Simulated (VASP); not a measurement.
MoI:

```
Mo I
1.0
     0.00000    3.17885    3.17885
     3.17885    0.00000    3.17885
     3.17885    3.17885    0.00000
Mo I
1 1
Cartesian
  0.0000 0.0000 0.0000
  4.7683 4.7683 4.7683
```

The cell was built by a generator and needn't be a form met in nature.

```yaml
Program: VASP 6.6.1
Task: relaxation of cell and atoms
Functional: PBE
Potentials_or_basis: VASP PAW PBE potentials, release 64 (Mo_sv, I)
Cutoff: 600 eV
k_mesh: 7 × 7 × 7
Occupations: fermi-dirac, width 0.05 eV
Spin: no spin polarisation
```

At the start: pressure -7.4 GPa; volume 32.12 Å³/atom.

Problem. Where does the relaxation end?

Solution. Over 6 steps the energy falls by 105.8 meV/atom and the volume is 28.15 Å³/atom (-12.4 %); space group F-43m (No. 216, to 0.05 Å).

The path:
```tsv
step	energy change (eV)	largest force (eV/Å)	pressure (GPa)	volume (Å³)
1	0.0000	0.0000	-7.44	64.25
2	-0.0821	0.0000	9.18	51.35
3	-0.2117	0.0000	-0.11	56.39
4	-0.2117	0.0000	0.10	56.23
5	-0.2117	0.0000	-0.09	56.37
6	-0.2117	0.0000	0.01	56.30
```

Final structure:
```xyz
2
Lattice="0.0000 3.0420 3.0420 3.0420 0.0000 3.0420 3.0420 3.0420 0.0000" Properties=species:S:1:pos:R:3 pbc="T T T"
Mo    0.0000    0.0000    0.0000
I     4.5630    4.5630    4.5630
```

Caveat: an odd number of electrons without spin polarisation forces a metal; a magnetic or distorted state may lie lower.
